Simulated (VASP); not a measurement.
A convergence study with VASP on TiC (rock salt): one setting is varied, all else stays as given below, so the limit is that of these other settings. Each run relaxes cell and ions; the cell shown is the tightest run's result. The basis is that of the starting cell, so low cut-offs carry a Pulay error.

```xyz
2
Lattice="0.0000 2.1669 2.1669 2.1669 0.0000 2.1669 2.1669 2.1669 0.0000" Properties=species:S:1:pos:R:3 pbc="T T T"
Ti     0.0000     0.0000     0.0000
C      2.1669     2.1669     2.1669
```

Calculation: PBE GGA, VASP's PBE PAW potentials (set 64) (plane waves; VASP). The tightest run used: 800 eV cut-off, 12×12×12 Γ-centred mesh, first-order Methfessel-Paxton smearing of 0.10 eV, potentials Ti_sv C.

The reference is ENCUT = 800, which took about 3 core-minutes. Times come from single runs on busy shared machines, so they are rough: good to a factor of about 2.

Question: Of the settings ENCUT = 250; ENCUT = 300; ENCUT = 350; ENCUT = 400; ENCUT = 450; ENCUT = 500; ENCUT = 550; ENCUT = 600; ENCUT = 650; ENCUT = 700; ENCUT = 750; ENCUT = 800, which is the lowest that keeps the difference from the reference in relaxed volume (Å³/atom) within 0.1 from there on, and what does it cost?

Answer: ENCUT = 400; its cost over the reference is about 1/4.
```json
[
 {"setting": "ENCUT = 250", "difference in relaxed volume (Å³/atom)": "0.652", "cost over the reference": "about 1/3"},
 {"setting": "ENCUT = 300", "difference in relaxed volume (Å³/atom)": "0.295", "cost over the reference": "about 1/3"},
 {"setting": "ENCUT = 350", "difference in relaxed volume (Å³/atom)": "0.148", "cost over the reference": "about 1/4"},
 {"setting": "ENCUT = 400", "difference in relaxed volume (Å³/atom)": "0.064", "cost over the reference": "about 1/4"},
 {"setting": "ENCUT = 450", "difference in relaxed volume (Å³/atom)": "0.014", "cost over the reference": "about 1/3"},
 {"setting": "ENCUT = 500", "difference in relaxed volume (Å³/atom)": "0.001", "cost over the reference": "about 1/2"},
 {"setting": "ENCUT = 550", "difference in relaxed volume (Å³/atom)": "0.002", "cost over the reference": "about 1/2"},
 {"setting": "ENCUT = 600", "difference in relaxed volume (Å³/atom)": "0.002", "cost over the reference": "about 1/3"},
 {"setting": "ENCUT = 650", "difference in relaxed volume (Å³/atom)": "0.004", "cost over the reference": "within a factor of 2"},
 {"setting": "ENCUT = 700", "difference in relaxed volume (Å³/atom)": "0.004", "cost over the reference": "within a factor of 2"},
 {"setting": "ENCUT = 750", "difference in relaxed volume (Å³/atom)": "0.002", "cost over the reference": "within a factor of 2"},
 {"setting": "ENCUT = 800", "difference in relaxed volume (Å³/atom)": "0.000", "cost over the reference": "reference"}
]
```

Left out are rungs that failed or repeat a setting and relaxations that didn't move; long series are thinned to 24 rows.

The compound is TiC in the rock salt structure.
